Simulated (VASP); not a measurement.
All values below come from r2SCAN+rVV10, VASP's PBE PAW potentials (set 64) (plane waves; VASP 6.6.1).

The input files of a VASP run:

File POSCAR:
```
NiSi2
1
    0.0000000000     2.7156538821     2.7156538821
    2.7156538821     0.0000000000     2.7156538821
    2.7156538821     2.7156538821     0.0000000000
Si Ni
2 1
Direct
  0.2500000000   0.2500000000   0.2500000000
  0.7500000000   0.7500000000   0.7500000000
  0.0000000000   0.0000000000   0.0000000000
```

### KPOINTS
```
Automatic mesh
0
Gamma
10 10 10
0 0 0
```

### INCAR
```
! general
SYSTEM   = NiSi2
PREC     = Accurate
ENCUT    = 520
LREAL    = .FALSE.   ! projection in real space or not
LASPH    = .TRUE.   ! aspherical one-centre terms

! electronic loop
EDIFF    = 1E-7   ! SCF stop (eV)
NELM     = 100   ! most electronic steps
ALGO     = Normal   ! blocked Davidson
LMAXMIX  = 4   ! l cut-off of mixed one-centre charges
LMIXTAU  = .TRUE.

! smearing
ISMEAR   = 1
SIGMA    = 0.1   ! width (eV)

! functional
METAGGA  = R2SCAN
LUSE_VDW = .TRUE.
BPARAM   = 11.95
CPARAM   = 0.0093

! ions
ISIF     = 2   ! forces and stress, cell fixed

! output
LWAVE    = .FALSE.
LCHARG   = .FALSE.
```

POTCAR, in this order: Si Ni (PBE.64 set). Program: vasp_std.

The resulting files:

**OSZICAR**
```
       N       E                     dE             d eps       ncg     rms          rms(c)
DAV:   1     0.595264872821E+02    0.59526E+02   -0.82466E+03  1222   0.145E+03
DAV:   2    -0.297331487664E+02   -0.89260E+02   -0.84214E+02  1247   0.261E+02
DAV:   3    -0.341781050370E+02   -0.44450E+01   -0.43156E+01  1606   0.649E+01
DAV:   4    -0.342631000137E+02   -0.84995E-01   -0.84879E-01  1407   0.842E+00
DAV:   5    -0.342653131969E+02   -0.22132E-02   -0.22129E-02  1607   0.147E+00    0.164E+01
DAV:   6    -0.362790293705E+02   -0.20137E+01   -0.52619E+01  1307   0.184E+02    0.246E+01
DAV:   7    -0.302890613266E+02    0.59900E+01   -0.13882E+01  1462   0.111E+02    0.482E+00
DAV:   8    -0.302026842162E+02    0.86377E-01   -0.22597E+00  1768   0.287E+01    0.341E+00
DAV:   9    -0.301568140885E+02    0.45870E-01   -0.20169E-01  1643   0.920E+00    0.606E-01
DAV:  10    -0.301762647182E+02   -0.19451E-01   -0.32325E-02  1615   0.354E+00    0.457E-01
DAV:  11    -0.301691984042E+02    0.70663E-02   -0.39021E-02  1520   0.503E+00    0.642E-01
DAV:  12    -0.301750890842E+02   -0.58907E-02   -0.21554E-02  1404   0.371E+00    0.550E-02
DAV:  13    -0.301752152232E+02   -0.12614E-03   -0.60191E-04  1420   0.427E-01    0.230E-02
DAV:  14    -0.301752143783E+02    0.84490E-06   -0.11913E-05  1653   0.289E-02    0.216E-02
DAV:  15    -0.301752162513E+02   -0.18730E-05   -0.27172E-07  1296   0.815E-03    0.220E-02
DAV:  16    -0.301751806551E+02    0.35596E-04   -0.10606E-05  1362   0.371E-02    0.224E-02
DAV:  17    -0.301752013425E+02   -0.20687E-04   -0.47747E-06  1320   0.269E-02    0.219E-02
DAV:  18    -0.301751939456E+02    0.73969E-05   -0.46248E-07  1517   0.904E-03    0.157E-02
DAV:  19    -0.301751926658E+02    0.12798E-05   -0.50424E-07  1312   0.660E-03    0.439E-03
DAV:  20    -0.301751923105E+02    0.35532E-06   -0.83673E-08   766   0.687E-03    0.291E-03
DAV:  21    -0.301751951717E+02   -0.28612E-05   -0.32114E-08   696   0.263E-03    0.202E-03
DAV:  22    -0.301751929645E+02    0.22072E-05   -0.25453E-08   691   0.389E-03    0.108E-03
DAV:  23    -0.301751937116E+02   -0.74712E-06   -0.67989E-09   671   0.947E-04    0.820E-04
DAV:  24    -0.301751937260E+02   -0.14411E-07   -0.98720E-10   686   0.434E-04
   1 F= -.30175194E+02 E0= -.30174730E+02  d E =-.139000E-02
```

**OUTCAR**
```
------------------------ aborting loop because EDIFF is reached ----------------------------------------
  FORCE on cell =-STRESS in cart. coord.  units (eV):
  Direction    XX          YY          ZZ          XY          YZ          ZX
  --------------------------------------------------------------------------------------
  Total       -1.1271899     -1.1271899     -1.1271899     -0.0000000     -0.0000000      0.0000000
  in kB      -45.0873184    -45.0873184    -45.0873184     -0.0000000     -0.0000000      0.0000000
  external PRESSURE =     -45.0873184 kB  Pullay stress =       0.0000000 kB
  volume of cell :       40.05
      direct lattice vectors                 reciprocal lattice vectors
     0.000000000  2.715653882  2.715653882    -0.184117720  0.184117720  0.184117720
     2.715653882  0.000000000  2.715653882     0.184117720 -0.184117720  0.184117720
     2.715653882  2.715653882  0.000000000     0.184117720  0.184117720 -0.184117720
 POSITION                                       TOTAL-FORCE (eV/Angst)
 -----------------------------------------------------------------------------------
      1.35783      1.35783      1.35783        -0.000000     -0.000000     -0.000000
      4.07348      4.07348      4.07348         0.000000      0.000000      0.000000
      0.00000      0.00000      0.00000         0.000000     -0.000000      0.000000
 -----------------------------------------------------------------------------------
    total drift:                                0.000000     -0.000000     -0.000000
  FREE ENERGIE OF THE ION-ELECTRON SYSTEM (eV)
  ---------------------------------------------------
  free  energy   TOTEN  =       -30.1751937260 eV

  energy  without entropy=      -30.1738037259  energy(sigma->0) =      -30.17473039
```
(Selected blocks of OUTCAR.)

The compound is NiSi2 in the fluorite structure. This cell is one point of a volume scan, at 1.03 of the reference volume. The run is not spin-polarised, so no magnetic state was tried.
